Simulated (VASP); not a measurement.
## Cs2AgBiBr6: input slips in a band-gap run and what they do

Some runs for the gap of Cs2AgBiBr6 get a fault in the input on purpose. Which of them show, and how? The starting structure is a measured crystal structure from the Crystallography Open Database. Cell and atoms stay as given unless a step says otherwise.

Method: Kohn-Sham DFT with plane waves and PAW; LDA, in VASP 6.6.1.

## 1. The starting structure

Symmetry: Fm-3m, No. 225, cubic system. The conventional cell has a = 11.232 Å, b = 11.232 Å, c = 11.232 Å, α = 90.00°, β = 90.00°, γ = 90.00°. Nearest to Bi lie 6 Br at 2.81 Å. Cs has 12 Br at 3.97 Å nearest. Nearest to Ag lie 6 Br at 2.80 Å. Br has 1 Ag at 2.80 Å and 1 Bi at 2.81 Å and 4 Cs at 3.97 Å nearest. Farther neighbours and most contacts between anions are not listed.

## 2. Reference bands

The input, INCAR:

```
SYSTEM = Cs2AgBiBr6
PREC = Accurate
ENCUT = 350
EDIFF = 1E-06
NELM = 100
ISMEAR = 0
SIGMA = 0.03
LREAL = .FALSE.
ALGO = Normal
GGA = CA
NBANDS = 67
LORBIT = 11
LWAVE = .FALSE.
LCHARG = .FALSE.
KPAR = 8
LASPH = .TRUE.
```

The input, POSCAR:

```
Cs2AgBiBr6
1.0
    0.0000000000      5.6161000000      5.6161000000
    5.6161000000      0.0000000000      5.6161000000
    5.6161000000      5.6161000000      0.0000000000
Bi Cs Ag Br
1 2 1 6
Direct
    0.0000000000      0.0000000000      0.0000000000
    0.7500000000      0.7500000000      0.7500000000
    0.2500000000      0.2500000000      0.2500000000
    0.5000000000      0.5000000000      0.5000000000
    0.7494500000      0.7494500000      0.2505500000
    0.2505500000      0.2505500000      0.7494500000
    0.7494500000      0.2505500000      0.2505500000
    0.7494500000      0.2505500000      0.7494500000
    0.2505500000      0.7494500000      0.7494500000
    0.2505500000      0.7494500000      0.2505500000
```

The input, KPOINTS:

```
Automatic mesh
0
Gamma
4 4 4
0 0 0
```

The input, KPOINTS_OPT:

```
Line mode
8
Line-mode
Reciprocal
  0.00000000   0.00000000   0.00000000 GAMMA
  0.50000000   0.00000000   0.50000000 X

  0.50000000   0.00000000   0.50000000 X
  0.50000000   0.25000000   0.75000000 W

  0.50000000   0.25000000   0.75000000 W
  0.37500000   0.37500000   0.75000000 K

  0.37500000   0.37500000   0.75000000 K
  0.00000000   0.00000000   0.00000000 GAMMA

  0.00000000   0.00000000   0.00000000 GAMMA
  0.50000000   0.50000000   0.50000000 L

  0.50000000   0.50000000   0.50000000 L
  0.62500000   0.25000000   0.62500000 U

  0.62500000   0.25000000   0.62500000 U
  0.50000000   0.25000000   0.75000000 W

  0.50000000   0.25000000   0.75000000 W
  0.50000000   0.50000000   0.50000000 L

  0.50000000   0.50000000   0.50000000 L
  0.37500000   0.37500000   0.75000000 K

  0.62500000   0.25000000   0.62500000 U
  0.50000000   0.00000000   0.50000000 X
```

Potentials, in the order of the species: Bi_d, Cs_sv, Ag and Br (LDA family, release 64).

On the command line:

```bash
$ mpirun -np 8 vasp_std
```

What it wrote:

```text
[banner, memory and clock lines left out]
running    8 mpi-ranks, on    1 nodes
 distrk:  each k-point on    1 cores,    8 groups
 distr:  one band on    1 cores,    1 groups

 POSCAR found type information on POSCAR BiCsAgBr
 POSCAR found :  4 types and      10 ions
|                                                                             |
|           W    W    AA    RRRRR   N    N  II  N    N   GGGG   !!!           |
|           W    W   A  A   R    R  NN   N  II  NN   N  G    G  !!!           |
|           W    W  A    A  R    R  N N  N  II  N N  N  G       !!!           |
|           W WW W  AAAAAA  RRRRR   N  N N  II  N  N N  G  GGG   !            |
|           WW  WW  A    A  R   R   N   NN  II  N   NN  G    G                |
|           W    W  A    A  R    R  N    N  II  N    N   GGGG   !!!           |
|                                                                             |
|     For optimal performance we recommend to set                             |
|       NCORE = 2 up to number-of-cores-per-socket                            |
|     NCORE specifies how many cores store one orbital (NPAR=cpu/NCORE).      |
|     This setting can greatly improve the performance of VASP for DFT.       |
|     The default, NCORE=1 might be grossly inefficient on modern             |
|     multi-core architectures or massively parallel machines. Do your        |
|     Unfortunately you need to use the default for GW and RPA                |
|     calculations (for HF NCORE is supported but not extensively tested      |
|     yet).                                                                   |
|                                                                             |

 LDA part: xc-table for (Slater(with rela. corr.)+CA(PZ))
 , standard interpolation
 POSCAR, INCAR and KPOINTS ok, starting setup
 FFT: planning ... GRIDC
 FFT: planning ... GRID_SOFT
 FFT: planning ... GRID
 WAVECAR not read
 entering main loop
       N       E                     dE             d eps       ncg     rms          rms(c)
DAV:   1     0.553013982293E+03    0.55301E+03   -0.28994E+04  1112   0.830E+02
DAV:   2     0.217251060527E+02   -0.53129E+03   -0.50787E+03  1303   0.220E+02
DAV:   3    -0.339100305670E+02   -0.55635E+02   -0.55140E+02  1320   0.833E+01
DAV:   4    -0.354002072245E+02   -0.14902E+01   -0.14871E+01  1309   0.168E+01
DAV:   5    -0.354417853740E+02   -0.41578E-01   -0.41570E-01  1552   0.251E+00    0.821E+00
DAV:   6    -0.342709100499E+02    0.11709E+01   -0.15538E+00  1397   0.735E+00    0.555E+00
DAV:   7    -0.341821684226E+02    0.88742E-01   -0.93585E-01  1368   0.296E+00    0.241E+00
DAV:   8    -0.341693673457E+02    0.12801E-01   -0.79730E-02  1312   0.113E+00    0.630E-01
DAV:   9    -0.341680646054E+02    0.13027E-02   -0.64828E-03  1256   0.358E-01    0.112E-01
DAV:  10    -0.341681456547E+02   -0.81049E-04   -0.73904E-04  1376   0.880E-02    0.716E-02
DAV:  11    -0.341681733268E+02   -0.27672E-04   -0.11295E-04  1320   0.387E-02    0.124E-02
DAV:  12    -0.341681730511E+02    0.27564E-06   -0.10851E-05  1344   0.142E-02    0.716E-03
DAV:  13    -0.341681731567E+02   -0.10563E-06   -0.28020E-06  1264   0.511E-03
   1 F= -.34168173E+02 E0= -.34168173E+02  d E =-.153370E-11
 Start KPOINTS_OPT (optional k-point list driver)
k-point batch [1-8\80]
       N       E                     dE             ncg
DAV:   1    -0.115443040489E+03   -0.56039E+04     1096
DAV:   2    -0.433925003576E+04   -0.42238E+04     1301
DAV:   3    -0.477627093750E+04   -0.43702E+03     1280
DAV:   4    -0.478748608915E+04   -0.11215E+02     1280
DAV:   5    -0.478780067311E+04   -0.31458E+00     1517
DAV:   6    -0.478780758360E+04   -0.69105E-02     1336
DAV:   7    -0.478780800494E+04   -0.42134E-03     1632
DAV:   8    -0.478780800773E+04   -0.27976E-05     1136
DAV:   9    -0.478780800790E+04   -0.16870E-06      848
[...]
k-point batch [73-80\80]
       N       E                     dE             ncg
DAV:   1    -0.693406212177E+02   -0.10605E+05     1104
DAV:   2    -0.434031165708E+04   -0.42710E+04     1271
DAV:   3    -0.479028136062E+04   -0.44997E+03     1336
DAV:   4    -0.480204335329E+04   -0.11762E+02     1336
DAV:   5    -0.480234280382E+04   -0.29945E+00     1496
DAV:   6    -0.480235023120E+04   -0.74274E-02     1400
DAV:   7    -0.480235071568E+04   -0.48447E-03     1632
DAV:   8    -0.480235072077E+04   -0.50988E-05     1224
DAV:   9    -0.480235072089E+04   -0.11551E-06      984
```

The job ended after 3 min (8 MPI ranks of AMD EPYC 7R43, shared host; peak memory 2.8 GiB; 23 min of CPU time).

Lines that name or quote the potential files are left out of all logs, and their timing lines are given in words.

OUTCAR, selected parts (step 2):

```text
ion  position               nearest neighbor table
   1  0.000  0.000  0.000-   5 2.81   6 2.81   7 2.81   8 2.81   9 2.81  10 2.81
   2  0.750  0.750  0.750-
   3  0.250  0.250  0.250-
   4  0.500  0.500  0.500-   5 2.80   6 2.80   7 2.80   8 2.80   9 2.80  10 2.80
   5  0.749  0.749  0.251-   4 2.80   1 2.81
   6  0.251  0.251  0.749-   4 2.80   1 2.81
   7  0.749  0.251  0.251-   4 2.80   1 2.81
   8  0.749  0.251  0.749-   4 2.80   1 2.81
   9  0.251  0.749  0.749-   4 2.80   1 2.81
  10  0.251  0.749  0.251-   4 2.80   1 2.81

  LATTYP: Found a face centered cubic cell.
 ALAT       =    11.2322000000

 Subroutine GETGRP returns: Found 48 space group operations
 (whereof 48 operations were pure point group operations)

The static configuration has the point symmetry O_h .

 Found      8 irreducible k-points:

   k-points           NKPTS =      8   k-points in BZ     NKDIM =      8   number of bands    NBANDS=     67

   dimension x,y,z NGX =    48 NGY =   48 NGZ =   48
   dimension x,y,z NGXF=    96 NGYF=   96 NGZF=   96

   ENCUT  =  350.0 eV  25.72 Ry    5.07 a.u.  12.12 12.12 12.12*2*pi/ulx,y,z

   NELECT =      86.0000    total number of electrons

 k-points in reciprocal lattice and weights: Automatic mesh
   0.00000000  0.00000000  0.00000000       0.016
   0.25000000  0.00000000  0.00000000       0.125
   0.50000000  0.00000000  0.00000000       0.062
   0.25000000  0.25000000  0.00000000       0.094
   0.50000000  0.25000000  0.00000000       0.375
  -0.25000000  0.25000000  0.00000000       0.188
   0.50000000  0.50000000  0.00000000       0.047
  -0.25000000  0.50000000  0.25000000       0.094

 average (electrostatic) potential at core
       1-109.8855       2 -47.9592       3 -47.9592       4 -76.5310       5 -69.6666
       6 -69.6666       7 -69.6666       8 -69.6666       9 -69.6666      10 -69.6666

 E-fermi :   1.4175

 k-point     1 :       0.0000    0.0000    0.0000
  band No.  band energies     occupation
    ...
     39       0.0985      2.00000
     40       0.0985      2.00000
     41       0.0985      2.00000
     42       0.5922      2.00000
     43       0.5922      2.00000
     44       3.4530      0.00000
     45       3.4530      0.00000
     46       3.4530      0.00000
     47       4.5632      0.00000
     48       5.5403      0.00000
    ...

 k-point     2 :       0.2500    0.0000    0.0000
  band No.  band energies     occupation
    ...
     39      -0.2150      2.00000
     40      -0.2150      2.00000
     41      -0.0051      2.00000
     42       0.2116      2.00000
     43       0.2116      2.00000
     44       2.9220      0.00000
     45       4.1783      0.00000
     46       4.1783      0.00000
     47       5.1411      0.00000
     48       5.9019      0.00000
    ...

 k-point     3 :       0.5000    0.0000    0.0000
  band No.  band energies     occupation
    ...
     39      -0.2160      2.00000
     40      -0.2160      2.00000
     41      -0.1172      2.00000
     42       0.0240      2.00000
     43       0.0240      2.00000
     44       2.3921      0.00000
     45       4.9150      0.00000
     46       4.9150      0.00000
     47       5.9262      0.00000
     48       6.0842      0.00000
    ...

  Total       -3.3643423     -3.3643423     -3.3643423     -0.0000000      0.0000000      0.0000000
  in kB      -15.2151508    -15.2151508    -15.2151508     -0.0000000      0.0000000      0.0000000
  external PRESSURE =     -15.2151508 kB  Pullay stress =       0.0000000 kB

  energy-cutoff  :      350.00
  volume of cell :      354.27
      direct lattice vectors                 reciprocal lattice vectors
     0.000000000  5.616100000  5.616100000    -0.089029754  0.089029754  0.089029754
     5.616100000  0.000000000  5.616100000     0.089029754 -0.089029754  0.089029754
     5.616100000  5.616100000  0.000000000     0.089029754  0.089029754 -0.089029754

 POSITION                                       TOTAL-FORCE (eV/Angst)
 -----------------------------------------------------------------------------------
      0.00000      0.00000      0.00000        -0.000000      0.000000     -0.000000
      8.42415      8.42415      8.42415        -0.000000     -0.000000     -0.000000
      2.80805      2.80805      2.80805        -0.000000      0.000000      0.000000
      5.61610      5.61610      5.61610        -0.000000      0.000000      0.000000
      5.61610      5.61610      8.41797        -0.000000      0.000000     -0.340932
      5.61610      5.61610      2.81423        -0.000000      0.000000      0.340932
      2.81423      5.61610      5.61610         0.340932      0.000000      0.000000
      5.61610      8.41797      5.61610        -0.000000     -0.340932      0.000000
      8.41797      5.61610      5.61610        -0.340932      0.000000      0.000000
      5.61610      2.81423      5.61610        -0.000000      0.340932      0.000000
 -----------------------------------------------------------------------------------
    total drift:                               -0.000000      0.000000     -0.000000

  FREE ENERGIE OF THE ION-ELECTRON SYSTEM (eV)
  ---------------------------------------------------
  free  energy   TOTEN  =       -34.1681731567 eV

  energy  without entropy=      -34.1681731567  energy(sigma->0) =      -34.16817316

 total charge
# of ion       s       p       d       tot
------------------------------------------
    1        1.649   0.981   9.984  12.614
    2        1.836   4.683   0.019   6.538
    3        1.836   4.683   0.019   6.538
    4        0.253   0.182   9.297   9.732
    5        1.614   3.220   0.013   4.847
    6        1.614   3.220   0.013   4.847
    7        1.614   3.220   0.013   4.847
    8        1.614   3.220   0.013   4.847
    9        1.614   3.220   0.013   4.847
   10        1.614   3.220   0.013   4.847
--------------------------------------------------
tot         15.258  29.847  19.398  64.503

[... 3 further parts left out ...]
```

Spin-orbit coupling is off here; with elements this heavy it can split and shift levels by tenths of an eV, and by up to about 1 eV where a band edge is a 6p state.

The reference gap is 1.109 eV.

## 3. Bands with a hybrid's name typed into the meta-GGA tag

A slip made on purpose: a hybrid's name typed into the meta-GGA tag. Against step 2 the input has METAGGA = HSE06 and no GGA (also changed: NELM).

Edit INCAR of step 2 so:

```diff
@@ -4,3 +4,3 @@
 EDIFF = 1E-06
-NELM = 100
+NELM = 60
 ISMEAR = 0
@@ -9,3 +9,2 @@
 ALGO = Normal
-GGA = CA
 NBANDS = 67
@@ -16 +15,2 @@
 LASPH = .TRUE.
+METAGGA = HSE06
```

POSCAR is that of step 2.

KPOINTS is that of step 2.

KPOINTS_OPT is that of step 2.

On the command line:

```bash
$ mpirun -np 8 vasp_std
```

What it wrote:

```text
[banner, memory and clock lines left out]
running    8 mpi-ranks, on    1 nodes
[...]
|                                                                             |
|           W    W    AA    RRRRR   N    N  II  N    N   GGGG   !!!           |
|           W    W   A  A   R    R  NN   N  II  NN   N  G    G  !!!           |
|           W    W  A    A  R    R  N N  N  II  N N  N  G       !!!           |
|           W WW W  AAAAAA  RRRRR   N  N N  II  N  N N  G  GGG   !            |
|           WW  WW  A    A  R   R   N   NN  II  N   NN  G    G                |
|           W    W  A    A  R    R  N    N  II  N    N   GGGG   !!!           |
|                                                                             |
|     For optimal performance we recommend to set                             |
|       NCORE = 2 up to number-of-cores-per-socket                            |
|     NCORE specifies how many cores store one orbital (NPAR=cpu/NCORE).      |
|     This setting can greatly improve the performance of VASP for DFT.       |
[...]
|     calculations (for HF NCORE is supported but not extensively tested      |
|     yet).                                                                   |
|                                                                             |

|                                                                             |
|     EEEEEEE  RRRRRR   RRRRRR   OOOOOOO  RRRRRR      ###     ###     ###     |
|     E        R     R  R     R  O     O  R     R     ###     ###     ###     |
|     E        R     R  R     R  O     O  R     R     ###     ###     ###     |
|     EEEEE    RRRRRR   RRRRRR   O     O  RRRRRR       #       #       #      |
|     E        R   R    R   R    O     O  R   R                               |
|     E        R    R   R    R   O     O  R    R      ###     ###     ###     |
|     EEEEEEE  R     R  R     R  OOOOOOO  R     R     ###     ###     ###     |
|                                                                             |
|     Error: One of the selected functionals does not exist.                  |
|                                                                             |
|       ---->  I REFUSE TO CONTINUE WITH THIS SICK JOB ... BYE!!! <----       |
|                                                                             |

1
1
1
1
1
1
1
1
```

The job ended after 7 s (8 MPI ranks).

VASP stopped with this message: “Error: One of the selected functionals does not exist”.

## 4. Bands with a k mesh far too coarse and no band path

A slip made on purpose: a k mesh far too coarse and no band path. Against step 2 the input has a 1×1×1 mesh and no band path (also changed: NELM, NBANDS, NCORE and KPAR).

Edit INCAR of step 3 so:

```diff
@@ -9,3 +9,4 @@
 ALGO = Normal
-NBANDS = 67
+GGA = CA
+NBANDS = 53
 LORBIT = 11
@@ -13,4 +14,3 @@
 LCHARG = .FALSE.
-KPAR = 8
+NCORE = 8
 LASPH = .TRUE.
-METAGGA = HSE06
```

POSCAR is that of step 3.

The input, KPOINTS:

```
Automatic mesh
0
Gamma
1 1 1
0 0 0
```

On the command line:

```bash
$ mpirun -np 8 vasp_std
```

What it wrote:

```text
[banner, memory and clock lines left out]
running    8 mpi-ranks, on    1 nodes
[...]
[... a notice as in an earlier step ...]

 LDA part: xc-table for (Slater(with rela. corr.)+CA(PZ))
 , standard interpolation
 POSCAR, INCAR and KPOINTS ok, starting setup
[...]
entering main loop
       N       E                     dE             d eps       ncg     rms          rms(c)
DAV:   1     0.586394060172E+03    0.58639E+03   -0.29748E+04   114   0.104E+03
DAV:   2     0.353346660369E+02   -0.55106E+03   -0.53393E+03   127   0.257E+02
DAV:   3    -0.303221598534E+02   -0.65657E+02   -0.65176E+02   124   0.102E+02
DAV:   4    -0.323117840155E+02   -0.19896E+01   -0.19831E+01   116   0.217E+01
[...]
DAV:  12    -0.304202297209E+02    0.11712E-04   -0.42346E-05   116   0.251E-02    0.152E-02
DAV:  13    -0.304202276693E+02    0.20516E-05   -0.24719E-05   124   0.165E-02    0.530E-03
DAV:  14    -0.304202273997E+02    0.26957E-06   -0.22541E-06    92   0.668E-03
   1 F= -.30420227E+02 E0= -.30420227E+02  d E =-.363255E-23
```

Elapsed: 7.2 s, on 8 MPI ranks; peak memory 0.64 GiB; 47 s of CPU time.

From OUTCAR (step 4):

```text
  Total        5.5139338      5.5139338      5.5139338      0.0000000      0.0000000     -0.0000000
  in kB       24.9366231     24.9366231     24.9366231      0.0000000      0.0000000     -0.0000000
  external PRESSURE =      24.9366231 kB  Pullay stress =       0.0000000 kB

 POSITION                                       TOTAL-FORCE (eV/Angst)
 -----------------------------------------------------------------------------------
      0.00000      0.00000      0.00000         0.000000      0.000000      0.000000
      8.42415      8.42415      8.42415         0.000000      0.000000     -0.000000
      2.80805      2.80805      2.80805         0.000000      0.000000      0.000000
      5.61610      5.61610      5.61610         0.000000      0.000000      0.000000
      5.61610      5.61610      8.41797         0.000000      0.000000      0.518810
      5.61610      5.61610      2.81423         0.000000      0.000000     -0.518810
      2.81423      5.61610      5.61610        -0.518810      0.000000      0.000000
      5.61610      8.41797      5.61610         0.000000      0.518810      0.000000
      8.41797      5.61610      5.61610         0.518810      0.000000      0.000000
      5.61610      2.81423      5.61610         0.000000     -0.518810      0.000000
 -----------------------------------------------------------------------------------
    total drift:                               -0.000000     -0.000000     -0.000000

  FREE ENERGIE OF THE ION-ELECTRON SYSTEM (eV)
  ---------------------------------------------------
  free  energy   TOTEN  =       -30.4202273997 eV

  energy  without entropy=      -30.4202273997  energy(sigma->0) =      -30.42022740

[... 1 part as in an earlier step ...]

[... 2 further parts left out ...]
[key lines of the parts left out:]
E-fermi :   1.1508
```

With a k mesh far too coarse and no band path the gap is 2.573 eV, +1.464 eV from the reference, read on the mesh alone.

(Continued in part 2 of 2.)

[Lines on the potential files, build, host, timing and source positions are cut from VASP's logs without a mark.]

[Logs are printed without paths, hosts, clocks, repeated set-up lines and the standing remarks that a program may print on its own settings, such as how far it seeks lower states.]

[Hosts, paths, dates, database ids (printed as entryN), source tags and the programs' standing remarks are cut or masked in the printed files.]
